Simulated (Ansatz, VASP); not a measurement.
# C (Diamond) in two plane-wave programs

One calculation is typed for both programs; each brings its own data sets. How far apart do they land? The structure shown comes from an earlier Ansatz run, which isn't shown and may have moved the atoms alone.

Main program and level: Ansatz 0.2.0; plane waves, with VASP 6.6.1 beside it; elastic constants at LDA.

### Step 1. Set-up

The structure is cubic, space group Fd-3m (No. 227). The conventional cell has a = 3.531 Å, b = 3.531 Å, c = 3.531 Å, α = 90.00°, β = 90.00°, γ = 90.00°. Nearest to C lie 4 C at 1.53 Å.

### Step 2. Ansatz: elastic constants, LDA

Ansatz runs on its PAW soft_1 files.

Elastic constants are differences of stresses under small strains, so they test the stress and the mesh.

The input, input.yaml:

```yaml
crystal:
  lattice:
    - [0.0, 1.7657382515, 1.7657382515]
    - [1.7657382515, 0.0, 1.7657382515]
    - [1.7657382515, 1.7657382515, 0.0]
  atoms:
    - { symbol: C, position: [0.0, 0.0, 0.0] }
    - { symbol: C, position: [0.25, 0.25, 0.25] }
kpoints:
  mp_grid: { grid: [10, 10, 10] }
hamiltonian:
  xc: lda
  pseudopotentials: { kind: paw, azcp: { folder: soft_1 }, xc_functional: pbe }
scf:
  occupations: { method: fixed }
output:
  forces: true
  stress: true
  eigenvalues: true
elastic:
  mode: relaxed_ion
  stencil: two_point
```

Run with:

```sh
$ ansatz run input.yaml --threads 4 --pin off --max-ram 15360MiB --backend cpu --events-out ev --progress --plain --runs-dir out
```

Numbers of over 12 decimals in the logs are rounded to 6 here.

Log:

```text
Engine: ansatz 0.2.0, aarch64-unknown-linux-gnu
Pseudopotentials: kind: paw
Pseudopotential: C, paw, valence charge 4, recommended cutoff 420 eV (normal), soft_1/C.paw.azcp
Functional definition: SPW92
  exchange = slater_x
  correlation = pw_c
Crystal: 2 atoms, lattice volume = 11.011 Å³
Basis set: ecut = 420 eV, 181 PW (Γ)
Bands: 8, of which v1, the nominal top of the filled ones, is band 4 counted from 1 (3 counted from 0)
Symmetry: 48 space group operations
Space group: Fd-3m (ITA 227), of the structure as read, at distance tolerance 2.2e-5 Å
k-points: 47 of 1000
Non-local potential: C, projectors of the file, l = 0: 2, l = 1: 2, l = 2: 1
PAW form: soft (Blöchl's): semilocal exchange-correlation on the pseudo side does not see the compensation charge
PAW frozen core: C, regenerated for the run's functional, and the local potential with it (the file was generated under x = pbe(κ = 0.804, μ = 0.219515), c = pbe(β = 0.066725))
PAW one-centre angular grid: C, 110 points (default); XC on 64 Gauss nodes
Initial density: superposition of atomic densities (chi_scale 0.1, normalization cell)
Initial wavefunctions: pseudopotential atomic-orbital guess
Functional: x = slater, c = lda
SCF iter   1: F=—  HF=-486.720012 eV  |F-HF|=—  |Δ(HF+E_count)|=         —  Δρ=1.47e-1  dr2=1.69e0  ethr=3.10e-3  ⟨swp⟩=3.9  Hψ=2195  notcnv=0  defer=70
preconditioner: auto → none  [insulator: Δε(μ)=5.057 eV  Ē_g=19.988 eV  n_scr=0 (ndim 8)  ℏωp=31.7 eV  f_vac=0.000  ε∞_Penn≈3.5]
SCF iter   2: F=—  HF=-486.068359 eV  |F-HF|=—  |Δ(HF+E_count)|=   6.52e-1  Δρ=5.57e-2  dr2=2.13e-1  ethr=3.10e-3  ⟨swp⟩=2.5  Hψ=1019  notcnv=0  defer=71
SCF iter   3: F=—  HF=-485.990293 eV  |F-HF|=—  |Δ(HF+E_count)|=   7.81e-2  Δρ=5.75e-3  dr2=1.07e-3  ethr=2.66e-3  ⟨swp⟩=2.6  Hψ=661  notcnv=0  defer=85
SCF iter   4: F=—  HF=-485.990374 eV  |F-HF|=—  |Δ(HF+E_count)|=   8.13e-5  Δρ=1.15e-4  dr2=4.18e-7  ethr=1.34e-5  ⟨swp⟩=2.5  Hψ=554  notcnv=0  defer=91
SCF iter   5: F=—  HF=-485.990378 eV  |F-HF|=—  |Δ(HF+E_count)|=   3.52e-6  Δρ=4.23e-5  dr2=4.40e-8  ethr=5.23e-9  ⟨swp⟩=2.0  Hψ=511  notcnv=0  defer=33
SCF iter   6: F=—  HF=-485.990378 eV  |F-HF|=—  |Δ(HF+E_count)|=   2.96e-9  Δρ=6.87e-6  dr2=1.52e-9  ethr=5.50e-10  ⟨swp⟩=1.9  Hψ=474  notcnv=0  defer=33
SCF iter   7: F=—  HF=-485.990378 eV  |F-HF|=—  |Δ(HF+E_count)|=  4.89e-10  Δρ=2.25e-6  dr2=1.56e-10  ethr=1.90e-11  ⟨swp⟩=1.0  Hψ=380  notcnv=0  defer=33
SCF iter   8: F=—  HF=-485.990378 eV  |F-HF|=—  |Δ(HF+E_count)|=  6.03e-11  Δρ=6.67e-8  dr2=1.45e-13  ethr=1.94e-12  ⟨swp⟩=1.9  Hψ=486  notcnv=0  defer=33
SCF iter   9: F=-485.990378 eV  HF=-485.990378 eV  |F-HF|=1.14e-13  |Δ(HF+E_count)|=  1.14e-13  Δρ=3.51e-9  dr2=5.11e-16  ethr=1.00e-12  ⟨swp⟩=5.9  Hψ=1713  notcnv=0
SCF 1 converged in 9 iterations: F = -485.990378 eV  dr2 = 5.11e-16
  greatest PAW one-centre occupation: 0.643 electrons in one spin orbital (limit 2), on the C atom at site 1 (counted from 0), in its partial waves of l = 0
Crystal: 2 atoms, lattice volume = 10.989 Å³
Symmetry: 16 space group operations
k-points: 102 of 1000
Initial density: handed on by an earlier stage of this run
Initial wavefunctions: those handed on with the density
iter 1 solved again at ethr=3.67e-7 eV; its pass at ethr=3.10e-3 eV (dr2=2.93e-5 eV) is discarded
SCF iter   1: F=—  HF=-485.990265 eV  |F-HF|=—  |Δ(HF+E_count)|=         —  Δρ=5.65e-4  dr2=2.85e-5  ethr=3.67e-7  ⟨swp⟩=1.7  Hψ=5307  notcnv=0  defer=149
preconditioner: auto → none  [insulator: Δε(μ)=4.167 eV  Ē_g=19.953 eV  n_scr=0 (ndim 8)  ℏωp=31.7 eV  f_vac=0.000  ε∞_Penn≈3.5]
SCF iter   2: F=—  HF=-485.990254 eV  |F-HF|=—  |Δ(HF+E_count)|=   1.14e-5  Δρ=1.97e-4  dr2=3.33e-6  ethr=3.57e-7  ⟨swp⟩=2.0  Hψ=1224  notcnv=0  defer=42
SCF iter   3: F=—  HF=-485.990253 eV  |F-HF|=—  |Δ(HF+E_count)|=   7.39e-7  Δρ=2.13e-5  dr2=1.42e-8  ethr=4.16e-8  ⟨swp⟩=2.6  Hψ=1253  notcnv=0
SCF iter   4: F=—  HF=-485.990253 eV  |F-HF|=—  |Δ(HF+E_count)|=   4.00e-7  Δρ=4.71e-7  dr2=5.82e-12  ethr=1.78e-10  ⟨swp⟩=1.0  Hψ=830  notcnv=0
SCF iter   5: F=—  HF=-485.990253 eV  |F-HF|=—  |Δ(HF+E_count)|=  4.67e-11  Δρ=2.11e-7  dr2=1.20e-12  ethr=1.00e-12  ⟨swp⟩=5.0  Hψ=2834  notcnv=0
SCF iter   6: F=—  HF=-485.990253 eV  |F-HF|=—  |Δ(HF+E_count)|=  3.41e-13  Δρ=1.10e-7  dr2=3.45e-13  ethr=1.50e-14 (applied; sched 1.00e-12)  ⟨swp⟩=2.0  Hψ=1217  notcnv=0
SCF iter   7: F=-485.990253 eV  HF=-485.990253 eV  |F-HF|=5.68e-14  |Δ(HF+E_count)|=    0.00e0  Δρ=4.49e-8  dr2=5.72e-14  ethr=1.00e-12  ⟨swp⟩=3.0  Hψ=2040  notcnv=0
SCF 2 converged in 7 iterations: F = -485.990253 eV  dr2 = 5.72e-14
  greatest PAW one-centre occupation: 0.644 electrons in one spin orbital (limit 2), on the C atom at site 1 (counted from 0), in its partial waves of l = 0
Crystal: 2 atoms, lattice volume = 11.033 Å³
iter 1 solved again at ethr=2.64e-11 eV; its pass at ethr=3.10e-3 eV (dr2=2.11e-9 eV) is discarded
[...]
SCF iter   6: F=-485.990335 eV  HF=-485.990335 eV  |F-HF|=1.71e-13  |Δ(HF+E_count)|=  5.68e-14  Δρ=8.47e-9  dr2=3.02e-15  ethr=1.00e-12  ⟨swp⟩=4.0  Hψ=3958  notcnv=0
SCF 4 converged in 6 iterations: F = -485.990335 eV  dr2 = 3.02e-15
relax step   1: F+E_penalty+E_count = -485.99033525 eV  Δ(F+E_penalty+E_count) = +0.000e0 eV  max|allowed force component| = 8.153e-3 eV/Å  Δτ_max = 0.0000 Å  (6 SCF iters, accepted)
[...]
relax step   2: F+E_penalty+E_count = -485.99033588 eV  Δ(F+E_penalty+E_count) = -6.367e-7 eV  max|allowed force component| = 4.156e-3 eV/Å  Δτ_max = 0.0001 Å  (4 SCF iters, accepted)
[...]
relax step   3: F+E_penalty+E_count = -485.99033611 eV  Δ(F+E_penalty+E_count) = -2.235e-7 eV  max|allowed force component| = 2.039e-8 eV/Å  Δτ_max = 0.0001 Å  (5 SCF iters, accepted)
[...]
relax step   1: F+E_penalty+E_count = -485.99033525 eV  Δ(F+E_penalty+E_count) = +0.000e0 eV  max|allowed force component| = 8.153e-3 eV/Å  Δτ_max = 0.0000 Å  (6 SCF iters, accepted)
[...]
relax step   2: F+E_penalty+E_count = -485.99033611 eV  Δ(F+E_penalty+E_count) = -8.603e-7 eV  max|allowed force component| = 1.509e-7 eV/Å  Δτ_max = 0.0001 Å  (4 SCF iters, accepted)
iter 1 solved again at ethr=1.00e-12 eV; its pass at ethr=3.10e-3 eV (dr2=5.85e-14 eV) is discarded
SCF iter   1: F=—  HF=-485.990336 eV  |F-HF|=—  |Δ(HF+E_count)|=         —  Δρ=4.78e-8  dr2=5.93e-14  ethr=1.00e-12  ⟨swp⟩=1.0  Hψ=8661  notcnv=0
SCF iter   2: F=-485.990336 eV  HF=-485.990336 eV  |F-HF|=0.00e0  |Δ(HF+E_count)|=  1.14e-13  Δρ=2.30e-8  dr2=1.26e-14  ethr=1.00e-12  ⟨swp⟩=3.8  Hψ=3689  notcnv=0
SCF 10 converged in 2 iterations: F = -485.990336 eV  dr2 = 1.26e-14
SCF converged after 9 iterations
Free energy (F): -485.990378 eV
Harris-Foulkes:  -485.990378 eV  (|F-HF|=1.14e-13)
Internal energy: -485.990378 eV  (E = F + TS)
E sigma→0 (E₀):  -485.990378 eV
Fermi energy:    13.638517 eV
--- Per-component energies (eV) ---
  E_band       = 36.334054
  E_kinetic    = 181.636828
  E_local      = -109.827950  (includes V_loc(G=0)·N_el)
  E_nonlocal   = 48.022187
  E_hartree    = 25.831530
  E_xc         = -95.202543
  E_vxc        = -117.918446  (∫ρ·V_xc dr)
  E_paw        = -185.140207  (= ΣΔE_a)
  E_vpaw       = -17.241663  (= ΣTr[D̂ρ^β])
  E_aug_tail   = 0.000038  (compensation charges beyond the density's cutoff)
  E_ewald      = -351.435926
  E_core_change = 0.125665  (= ΣΔE_core)
  E_smearing   = -0.000000  (= −TS)
  E_closure    = 0.000000  (closes the sum)
  Σ components = -485.990378   (vs F -485.990378, Δ=0.00e0)
--- Forces (eV/Å), atoms counted from 1 ---
  atom   1  C      0.00000000    -0.00000000    -0.00000000
  atom   2  C      0.00000000     0.00000000    -0.00000000
  max |Σ_I F_I| component: 7.40e-17 eV/Å
--- Stress (GPa, compression-positive) ---
       -0.006074       0.000000       0.000000
        0.000000      -0.006074      -0.000000
       -0.000000       0.000000      -0.006074
  P = ⅓ Tr σ = -0.0061 GPa (-0.061 kbar)
--- Band table (eV; the first three rows and the last of 47) ---
  k-point 0: bands = ["-8.1014", "13.6385", "13.6385", "13.6385", "19.2617", "19.2617", "19.2617", "27.7958"]
  k-point 1: bands = ["-7.8194", "11.9387", "13.1768", "13.1768", "19.8619", "19.8619", "20.2564", "27.9536"]
  k-point 2: bands = ["-6.9771", "8.6916", "12.2744", "12.2744", "21.0134", "21.0134", "21.6008", "28.3844"]
  k-point 46: bands = ["1.5684", "1.5684", "5.2301", "5.2301", "23.0590", "23.0590", "27.4125", "27.4125"]
--- Elastic constants: 2 strain directions × 2 members + reference (group order 48) ---
  dense FFT box of the reference and of every strained cell: 18×18×18
  strains applied: 11, 23; error gains: componentwise 1.00 (the most a stress slope's error grows in a printed constant), spectral 1.73 (1 for all six strains in a standard setting)
  C = ∂σ_k/∂η_j (tension-positive GPa; Voigt order 11 22 33 23 13 12):
      1104.714    149.143    149.143      0.000     -0.000     -0.000
       149.143   1104.714    149.143     -0.000      0.000     -0.000
       149.143    149.143   1104.714     -0.000     -0.000      0.000
         0.000     -0.000     -0.000    593.401      0.000     -0.000
         0.000      0.000     -0.000     -0.000    593.401      0.000
         0.000     -0.000     -0.000      0.000      0.000    593.401
  reference stress σ⁰ (GPa):      0.006      0.006      0.006      0.000     -0.000     -0.000
  C* (energy form; C + prestress term) asymmetry max|C*_kj − C*_jk| = 5.684e-14 GPa — a small one proves nothing (zero by symmetry where the batch's group is 432, −43m or m−3m); a large one is finite-difference/SCF noise where every solve meets its electron count
  moduli (Voigt/Reuss/Hill, GPa): K = 467.67/467.67/467.67   G = 547.15/541.03/544.09   E = 1176.16   ν = 0.081
  mechanically stable: yes (min eigenvalue of sym C = 593.40 GPa)
  strain η (Voigt 11):  stress-route row diagonal C_11 = 1104.71 GPa, energy-path curvature d²(F+E_count+ΔE)/dδ²/Ω₀ = 1106.68 GPa
         δ    σ_11 (GPa)             F (eV)   n_scf  n_hpsi   n_pw
    -2.000e-3      -2.2107        -485.9902527       7   15813    222   relax 0 steps, max|allowed force component| 1.11e-16 eV/Å
     2.000e-3       2.2081        -485.9902515       4   10628    228   relax 0 steps, max|allowed force component| 1.11e-16 eV/Å
  strain η (Voigt 23):  stress-route row diagonal C_44 = 593.40 GPa, energy-path curvature d²(F+E_count+ΔE)/dδ²/Ω₀ = 594.63 GPa
         δ    σ_23 (GPa)             F (eV)   n_scf  n_hpsi   n_pw
    -2.000e-3      -1.1868        -485.9903361       2   14164    228   relax 3 steps, max|allowed force component| 2.04e-8 eV/Å
     2.000e-3       1.1868        -485.9903361       2   14196    228   relax 2 steps, max|allowed force component| 1.51e-7 eV/Å
```

[end of part 1 of 2]

[Lines on the potential files, build, host, timing and source positions are cut from VASP's logs without a mark.]

[Logs are printed without paths, hosts, clocks, repeated set-up lines and the standing remarks that a program may print on its own settings, such as how far it seeks lower states.]

[Hosts, paths, dates, database ids (printed as entryN), source tags and the programs' standing remarks are cut or masked in the printed files.]
